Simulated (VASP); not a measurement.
```yaml
crystal:
  lattice:
    - [0.00000, 3.10779, 3.10779]
    - [3.10779, 0.00000, 3.10779]
    - [3.10779, 3.10779, 0.00000]
  atoms:
    - { symbol: Pb, position: [0.00000, 0.00000, 0.00000] }
    - { symbol: Se, position: [0.50000, 0.50000, 0.50000] }
```

All values below come from PBE GGA, VASP's PBE PAW potentials (set 64) (plane waves; VASP). Run with 520 eV cut-off, Gaussian smearing of 0.050 eV, potentials Pb_d Se.

Unless said otherwise, spin-orbit coupling is left out, though it shifts the bands of the heavy elements here.

Q: Give the energies of bands 7 to 13 at the high-symmetry points, in eV from the valence-band maximum.

A: 
```
band      Γ      X      U      L      W
----  -----  -----  -----  -----  -----
7     -6.34  -7.28  -7.84  -8.52  -7.83
8     -1.64  -4.57  -4.19  -1.26  -3.86
9     -1.64  -2.92  -2.44  -1.26  -3.86
10    -1.64  -2.92  -2.18   0.00  -0.67
11     4.64   3.92   3.40   0.43   1.96
12     4.64   5.47   3.98   1.82   4.95
13     4.64   5.47   5.35   1.82   4.95
```

The gap is direct, 0.43 eV, from the valence maximum at L to the conduction minimum at L.

The compound is PbSe in the rock salt structure. It was relaxed first.
